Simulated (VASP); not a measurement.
Runs of VASP 6.6.1 on MgO. It takes space group Fm-3m (No. 225, cubic). The conventional cell has a = 4.217 Å, b = 4.217 Å, c = 4.217 Å, α = 90.00°, β = 90.00°, γ = 90.00°. Around Mg (site symmetry m-3m) lie 6 O at 2.11 Å. O (site symmetry m-3m) has 6 Mg at 2.11 Å as nearest neighbours. 

| level | potentials or basis | gap on the mesh (eV) | pressure (GPa) | relaxed volume (Å³/atom) |
| --- | --- | --- | --- | --- |
| rev-vdW-DF2 | VASP PAW PBE potentials, release 64 (Mg, O) | (b) | -0.1 | (a) |
| RPBE | VASP PAW PBE potentials, release 64 (Mg, O) | 4.33 | 0.0 | 9.85 |
| PBEsol | VASP PAW PBE potentials, release 64 (Mg, O) | 4.66 | 0.0 | 9.31 |
| PBE | VASP PAW PBE potentials, release 64 (Mg, O) | 4.50 | 0.0 | 9.56 |
| PBE+D3(BJ) | VASP PAW PBE potentials, release 64 (Mg, O) | (c) | 0.0 | 9.26 |
| LDA | VASP PAW LDA potentials, release 64 (Mg, O) | 5.16 | 0.0 | 8.89 |
| r2SCAN+rVV10 | VASP PAW PBE potentials, release 64 (Mg, O) | 5.76 | 0.0 | 9.16 |

Alike in all rows: task relaxation of cell and atoms; no spin polarisation; cell relaxed; k mesh 12 × 12 × 12; cutoff (eV) 600; smearing gaussian 0.03 eV.

**Question.** Fill in the values left out.

**Answer.** (a) 9.40; (b) 4.76; (c) 4.82.

Caveats: the PAW data sets were made with another functional, which shifts forces and pressure a little (some runs).

A k mesh can miss the band edges.

Not every run made on this cell is shown here.
